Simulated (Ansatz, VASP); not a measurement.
## WC (Qusongite): VASP beside Ansatz

One calculation is typed for both programs; each brings its own data sets. How far apart do they land? The cell is taken from a series of runs on this material, whose earlier steps may have relaxed, scaled, displaced or heated it; both programs get it as it stands.

Method: plane waves, with VASP 6.6.1 beside it; zone-centre phonons at PBEsol, in Ansatz 0.2.0.

### 1. The starting structure

It takes space group P-6m2 (No. 187, hexagonal). Conventional cell: a = 2.856 Å, b = 2.856 Å, c = 2.796 Å, α = 90.00°, β = 90.00°, γ = 120.00°. Nearest to C lie 6 W at 2.16 Å. Nearest to W lie 6 C at 2.16 Å. Farther neighbours are not listed.

### 2. VASP: zone-centre phonons, PBEsol

Second derivatives magnify differences that forces hide, and they need a tight electronic threshold.

Lines of VASP's logs that name or quote its potential files are left out, and so is its time.

The input, INCAR:

```
SYSTEM = WC
PREC = Accurate
ENCUT = 600
EDIFF = 1E-08
NELM = 120
ISMEAR = 1
SIGMA = 0.2
LREAL = .FALSE.
ALGO = Normal
GGA = PS
NBANDS = 11
LASPH = .TRUE.
LORBIT = 11
LWAVE = .FALSE.
LCHARG = .FALSE.
ISIF = 2
IBRION = 8
GGA_COMPAT = .FALSE.
KPAR = 2
```

The input, POSCAR:

```
WC
1.0
    2.8560770655      0.0000000000      0.0000000000
   -1.4280385328      2.4734352939      0.0000000000
    0.0000000000      0.0000000000      2.7964103012
C W
1 1
Direct
    0.6666666667      0.3333333333      0.5000000000
    0.0000000000      0.0000000000      0.0000000000
```

The input, KPOINTS:

```
Automatic mesh
0
Gamma
18 18 16
0 0 0
```

Potentials, in the order of the species: C and W (PBE family, release 64).

Launch:

```sh
$ mpirun -np 2 vasp_std
```

Numbers of over 12 decimals in the logs are rounded to 6 here.

The log of the run:

```text
[banner, memory and clock lines left out]
running    2 mpi-ranks, on    1 nodes
 distrk:  each k-point on    1 cores,    2 groups
 distr:  one band on    1 cores,    1 groups

 POSCAR found type information on POSCAR C W
 POSCAR found :  2 types and       2 ions
|                                                                             |
|               ----> ADVICE to this user running VASP <----                  |
|                                                                             |
|     You enforced a specific xc type in the INCAR file but a different       |
|     [... a line on the potential file left out ...]
|     I HOPE YOU KNOW WHAT YOU ARE DOING!                                     |
|                                                                             |

 LDA part: xc-table for (Slater+PW92), standard interpolation
 POSCAR, INCAR and KPOINTS ok, starting setup
 FFT: planning ... GRIDC
 FFT: planning ... GRID_SOFT
 FFT: planning ... GRID
 WAVECAR not read
 entering main loop
       N       E                     dE             d eps       ncg     rms          rms(c)
DAV:   1     0.299701131068E+02    0.29970E+02   -0.55290E+03  7326   0.934E+02
DAV:   2    -0.246441141324E+02   -0.54614E+02   -0.51974E+02  8350   0.219E+02
DAV:   3    -0.268837350806E+02   -0.22396E+01   -0.22130E+01  9106   0.371E+01
DAV:   4    -0.268990153665E+02   -0.15280E-01   -0.15275E-01  8057   0.356E+00
DAV:   5    -0.268990794760E+02   -0.64110E-04   -0.64106E-04  8935   0.229E-01    0.377E+01
DAV:   6    -0.240571028109E+02    0.28420E+01   -0.12017E+01  8673   0.216E+01    0.132E+01
DAV:   7    -0.239832258602E+02    0.73877E-01   -0.55274E-01  7527   0.606E+00    0.890E+00
DAV:   8    -0.239427447328E+02    0.40481E-01   -0.82477E-02  8012   0.210E+00    0.191E+00
DAV:   9    -0.239378510966E+02    0.48936E-02   -0.13379E-02  7923   0.748E-01    0.164E-01
DAV:  10    -0.239378068618E+02    0.44235E-04   -0.78849E-04  8687   0.232E-01    0.157E-01
DAV:  11    -0.239377949265E+02    0.11935E-04   -0.86249E-05  8928   0.668E-02    0.130E-02
DAV:  12    -0.239377926313E+02    0.22952E-05   -0.44654E-06  8245   0.145E-02    0.622E-03
DAV:  13    -0.239377926244E+02    0.68974E-08   -0.23239E-07  8355   0.443E-03    0.746E-04
DAV:  14    -0.239377926071E+02    0.17355E-07   -0.38536E-09  4699   0.491E-04    0.149E-03
DAV:  15    -0.239377926290E+02   -0.21889E-07   -0.23103E-09  3873   0.411E-04    0.247E-04
DAV:  16    -0.239377926287E+02    0.24079E-09   -0.17187E-10  3795   0.133E-04
   1 F= -.23937793E+02 E0= -.23937754E+02  d E =-.115116E-03
 Linear response reoptimize wavefunctions to high precision
DAV:   1    -0.239377926300E+02   -0.12167E-08   -0.29837E-11  4233   0.389E-05
DAV:   2    -0.239377926300E+02   -0.63665E-11   -0.21280E-12  3771   0.155E-05
 Linear response DOF=           4
 Linear response progress:
  Degree of freedom:   1/  4
       N       E                     dE             d eps       ncg     rms          rms(c)
RMM:   1    -0.118154718765E+00   -0.11815E+00    0.51886E-02 76922   0.207E+00
RMM:   2    -0.116642088409E+00    0.15126E-02   -0.21462E-03 50573   0.442E-01    0.224E-01
RMM:   3    -0.116908689300E+00   -0.26660E-03   -0.46704E-04 47973   0.148E-01    0.119E-01
RMM:   4    -0.117710579943E+00   -0.80189E-03   -0.35021E-04 48082   0.122E-01    0.272E-02
RMM:   5    -0.117671213188E+00    0.39367E-04   -0.50534E-06 52677   0.206E-02    0.146E-03
RMM:   6    -0.117688268220E+00   -0.17055E-04   -0.34702E-07 52709   0.281E-03    0.541E-04
RMM:   7    -0.117684507709E+00    0.37605E-05   -0.18249E-09 53451   0.462E-04    0.900E-05
RMM:   8    -0.117684735031E+00   -0.22732E-06    0.45975E-08 54299   0.877E-05    0.371E-05
RMM:   9    -0.117684581222E+00    0.15381E-06    0.20456E-08 55922   0.233E-05    0.305E-06
RMM:  10    -0.117684571127E+00    0.10095E-07   -0.11445E-09 50806   0.677E-06    0.140E-06
RMM:  11    -0.117684563897E+00    0.72302E-08    0.92819E-11 43942   0.551E-06    0.282E-07
 first order change of Fermi-energy   0.53395E-05
 force on displaced ion       1 direction 1 : -18.381   0.002   0.000
 Linear response progress:
  Degree of freedom:   2/  4
       N       E                     dE             d eps       ncg     rms          rms(c)
RMM:   1    -0.122324649203E+00   -0.12232E+00    0.66586E-02 27095   0.217E+00
RMM:   2    -0.121676288753E+00    0.64836E-03   -0.22719E-03 17914   0.464E-01    0.197E-01
RMM:   3    -0.121785509479E+00   -0.10922E-03   -0.82691E-04 16927   0.190E-01    0.955E-02
RMM:   4    -0.122716456454E+00   -0.93095E-03   -0.59778E-04 17381   0.147E-01    0.222E-02
RMM:   5    -0.122705472597E+00    0.10984E-04   -0.12081E-05 18403   0.254E-02    0.318E-03
RMM:   6    -0.122744517170E+00   -0.39045E-04   -0.10172E-06 17880   0.632E-03    0.470E-04
RMM:   7    -0.122744189250E+00    0.32792E-06   -0.61336E-08 18900   0.108E-03    0.148E-04
RMM:   8    -0.122743411828E+00    0.77742E-06   -0.99315E-09 18933   0.124E-04    0.553E-05
RMM:   9    -0.122743183459E+00    0.22837E-06    0.64096E-10 19227   0.467E-05    0.142E-05
RMM:  10    -0.122743094749E+00    0.88710E-07    0.11164E-09 19445   0.208E-05    0.130E-06
RMM:  11    -0.122743085199E+00    0.95495E-08   -0.30550E-10 18786   0.678E-06    0.783E-07
 first order change of Fermi-energy   0.25768E-03
 force on displaced ion       1 direction 3 :   0.000   0.000 -17.876
 Linear response progress:
  Degree of freedom:   3/  4
       N       E                     dE             d eps       ncg     rms          rms(c)
RMM:   1    -0.109861766760E+00   -0.10986E+00   -0.85798E-02 65241   0.196E+00
RMM:   2    -0.106895823546E+00    0.29659E-02   -0.19502E-03 49625   0.360E-01    0.219E-01
RMM:   3    -0.105949082289E+00    0.94674E-03   -0.32963E-04 51973   0.114E-01    0.129E-01
RMM:   4    -0.105526733415E+00    0.42235E-03   -0.52847E-04 52169   0.143E-01    0.202E-02
RMM:   5    -0.105543829517E+00   -0.17096E-04    0.16219E-06 53984   0.167E-02    0.395E-03
RMM:   6    -0.105546336390E+00   -0.25069E-05   -0.17580E-07 53864   0.224E-03    0.139E-03
RMM:   7    -0.105546255491E+00    0.80898E-07    0.63383E-08 53473   0.987E-04    0.110E-04
RMM:   8    -0.105545425898E+00    0.82959E-06    0.11442E-07 55341   0.201E-04    0.223E-05
RMM:   9    -0.105545440359E+00   -0.14461E-07    0.61745E-08 56355   0.373E-05    0.532E-06
RMM:  10    -0.105545428917E+00    0.11442E-07   -0.85285E-10 56067   0.996E-06    0.210E-06
RMM:  11    -0.105545425577E+00    0.33393E-08    0.51911E-10 47115   0.624E-06    0.498E-07
 first order change of Fermi-energy  -0.58662E-04
 force on displaced ion       2 direction 1 : -18.381   0.002   0.000
 Linear response progress:
  Degree of freedom:   4/  4
       N       E                     dE             d eps       ncg     rms          rms(c)
RMM:   1    -0.115348047121E+00   -0.11535E+00   -0.92401E-02 23902   0.201E+00
RMM:   2    -0.111609280744E+00    0.37388E-02   -0.23012E-03 17468   0.410E-01    0.179E-01
RMM:   3    -0.110966442115E+00    0.64284E-03   -0.22430E-04 18293   0.105E-01    0.992E-02
RMM:   4    -0.110872063137E+00    0.94379E-04   -0.37235E-04 18199   0.129E-01    0.145E-02
RMM:   5    -0.110885941932E+00   -0.13879E-04   -0.27682E-06 19095   0.138E-02    0.481E-03
RMM:   6    -0.110898765190E+00   -0.12823E-04    0.30591E-08 19044   0.210E-03    0.113E-03
RMM:   7    -0.110899550548E+00   -0.78536E-06    0.26852E-09 18732   0.707E-04    0.231E-04
RMM:   8    -0.110899287245E+00    0.26330E-06   -0.42207E-09 19446   0.157E-04    0.610E-05
RMM:   9    -0.110898889623E+00    0.39762E-06   -0.66598E-10 19644   0.562E-05    0.474E-06
RMM:  10    -0.110898866412E+00    0.23211E-07   -0.32567E-10 19902   0.133E-05    0.153E-06
RMM:  11    -0.110898866034E+00    0.37784E-09    0.30028E-10 16186   0.530E-06    0.296E-07
 first order change of Fermi-energy  -0.50300E-03
 force on displaced ion       2 direction 3 :  -0.000  -0.000 -17.876
 Linear response finished
```

OUTCAR, selected parts (step 2):

```text
ion  position               nearest neighbor table
   1  0.667  0.333  0.500-   2 2.16   2 2.16   2 2.16   2 2.16   2 2.16   2 2.16
   2  0.000  0.000  0.000-   1 2.16   1 2.16   1 2.16   1 2.16   1 2.16   1 2.16

  LATTYP: Found a hexagonal cell.
 ALAT       =     2.8560770655
 C/A-ratio  =     0.9791088395

 Subroutine GETGRP returns: Found 12 space group operations
 (whereof 12 operations were pure point group operations)

The static configuration has the point symmetry D_3h.

 Found    333 irreducible k-points:

   k-points           NKPTS =    333   k-points in BZ     NKDIM =    333   number of bands    NBANDS=     11

   dimension x,y,z NGX =    24 NGY =   24 NGZ =   24
   dimension x,y,z NGXF=    48 NGYF=   48 NGZF=   48

   ENCUT  =  600.0 eV  44.10 Ry    6.64 a.u.   5.70  5.70  5.59*2*pi/ulx,y,z

   NELECT =      10.0000    total number of electrons

 k-points in reciprocal lattice and weights: Automatic mesh
   0.00000000  0.00000000  0.00000000       0.000
   0.05555556  0.00000000  0.00000000       0.001
   0.11111111  0.00000000  0.00000000       0.001
   0.16666667 -0.00000000  0.00000000       0.001
   0.22222222  0.00000000  0.00000000       0.001
   0.27777778  0.00000000  0.00000000       0.001
   0.33333333  0.00000000  0.00000000       0.001
   0.38888889 -0.00000000  0.00000000       0.001
   0.44444444  0.00000000  0.00000000       0.001
[...]
0.33333333  0.27777778  0.50000000       0.002
   0.33333333  0.33333333  0.50000000       0.000

 average (electrostatic) potential at core
       1 -45.6776       2 -36.3037

  Total        2.2124626      2.2124626      2.2982785     -0.0000000     -0.0000000      0.0000000
  in kB      179.4383039    179.4383039    186.3982631     -0.0000000     -0.0000000      0.0000000
  external PRESSURE =     181.7582903 kB  Pullay stress =       0.0000000 kB

  energy-cutoff  :      600.00
  volume of cell :       19.75
      direct lattice vectors                 reciprocal lattice vectors
     2.856077066  0.000000000  0.000000000     0.350130608  0.202148001  0.000000000
    -1.428038533  2.473435294  0.000000000     0.000000000  0.404296002  0.000000000
     0.000000000  0.000000000  2.796410301     0.000000000  0.000000000  0.357601315

 POSITION                                       TOTAL-FORCE (eV/Angst)
 -----------------------------------------------------------------------------------
      1.42804      0.82448      1.39821         0.000000     -0.000000      0.000000
      0.00000      0.00000      0.00000        -0.000000      0.000000      0.000000
 -----------------------------------------------------------------------------------
    total drift:                               -0.000000      0.000000      0.000000

 Eigenvectors and eigenvalues of the dynamical matrix
 ----------------------------------------------------

   1 f  =   19.961217 THz   125.420024 2PiTHz  665.834522 cm-1    82.552922 meV
             X         Y         Z           dx          dy          dz
      1.428039  0.824478  1.398205     0.607845   -0.754453    0.000000
      0.000000  0.000000  0.000000    -0.155365    0.192838   -0.000000

   2 f  =   19.961217 THz   125.420024 2PiTHz  665.834522 cm-1    82.552922 meV
             X         Y         Z           dx          dy          dz
      1.428039  0.824478  1.398205     0.754453    0.607845   -0.000000
      0.000000  0.000000  0.000000    -0.192838   -0.155365    0.000000

   3 f  =   19.684973 THz   123.684331 2PiTHz  656.620008 cm-1    81.410469 meV
             X         Y         Z           dx          dy          dz
      1.428039  0.824478  1.398205     0.000000   -0.000000    0.968852
      0.000000  0.000000  0.000000    -0.000000   -0.000000   -0.247639

   4 f/i=    0.000017 THz     0.000106 2PiTHz    0.000561 cm-1     0.000070 meV
             X         Y         Z           dx          dy          dz
      1.428039  0.824478  1.398205     0.005973    0.247566   -0.000001
      0.000000  0.000000  0.000000     0.023368    0.968571   -0.000004

   5 f/i=    0.000017 THz     0.000106 2PiTHz    0.000561 cm-1     0.000070 meV
             X         Y         Z           dx          dy          dz
      1.428039  0.824478  1.398205    -0.247566    0.005973   -0.000000
      0.000000  0.000000  0.000000    -0.968571    0.023368   -0.000000

   6 f/i=    0.000045 THz     0.000283 2PiTHz    0.001504 cm-1     0.000186 meV
             X         Y         Z           dx          dy          dz
      1.428039  0.824478  1.398205    -0.000000    0.000001    0.247639
      0.000000  0.000000  0.000000    -0.000000    0.000004    0.968852

 ELASTIC MODULI CONTR FROM IONIC RELAXATION (kBar)
 Direction    XX          YY          ZZ          XY          YZ          ZX
 --------------------------------------------------------------------------------
 XX        -268.3828    268.3828      0.0000      0.0000      0.0000     -0.0000
 YY         268.3828   -268.3828      0.0000      0.0000     -0.0000      0.0000
 ZZ           0.0000      0.0000     -0.0000     -0.0000     -0.0000      0.0000
 XY           0.0000      0.0000     -0.0000   -268.3828     -0.0000      0.0000
 YZ           0.0000     -0.0000     -0.0000     -0.0000     -0.0000      0.0000
 ZX          -0.0000      0.0000      0.0000      0.0000      0.0000     -0.0000
 --------------------------------------------------------------------------------
```

The data set W keeps the semicore shell frozen, which is cheaper and a little less accurate.

(Continued in part 2 of 2.)

[Lines on the potential files, build, host, timing and source positions are cut from VASP's logs without a mark.]

[Logs are printed without paths, hosts, clocks, repeated set-up lines and the standing remarks that a program may print on its own settings, such as how far it seeks lower states.]

[Hosts, paths, dates, database ids (printed as entryN), source tags and the programs' standing remarks are cut or masked in the printed files.]
